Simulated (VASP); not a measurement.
A convergence study with VASP on PtSe2 (1T layered): one setting is varied, all else stays as given below, so the limit is that of these other settings.

```
CELL_PARAMETERS angstrom
      1.86500    -3.23027     0.00000
      1.86500     3.23027     0.00000
      0.00000     0.00000     5.08000
ATOMIC_POSITIONS crystal
  Pt 0.00000 0.00000 0.00000
  Se 0.33333 0.66667 0.25500
  Se 0.66667 0.33333 0.74500
```

Level of theory: PBE GGA, VASP's PBE PAW potentials (set 64) (plane waves; VASP). The tightest run used: 550 eV cut-off, 16×16×10 Γ-centred mesh, Gaussian smearing of 0.050 eV, potentials Pt Se.

```
setting     E (eV/atom)  pressure (GPa)  largest force (eV/Å)  irreducible k-points
----------  -----------  --------------  --------------------  --------------------
1×1×1 mesh      -1.4346           30.92                 2.896                     1
2×2×1 mesh      -4.8630            2.22                 1.064                     2
3×3×2 mesh      -4.7649            4.60                 0.040                     6
5×5×3 mesh      -4.7456            4.71                 0.100                    12
```

Problem. These are the cheaper rows. Estimate the results at 16×16×10 mesh, and how far the last row shown lies from them.

Solution. 
```tsv
quantity	tightest run	last row shown is off by
E (eV/atom)	-4.7398	-0.0059
pressure (GPa)	4.79	-0.08
largest force (eV/Å)	0.177	-0.077
```

Left out are rungs that failed or repeat a setting and relaxations that didn't move; long series are thinned to 24 rows.

The compound is PtSe2 in the 1T layered structure. The cell was not relaxed at this level, forces remain on its atoms.
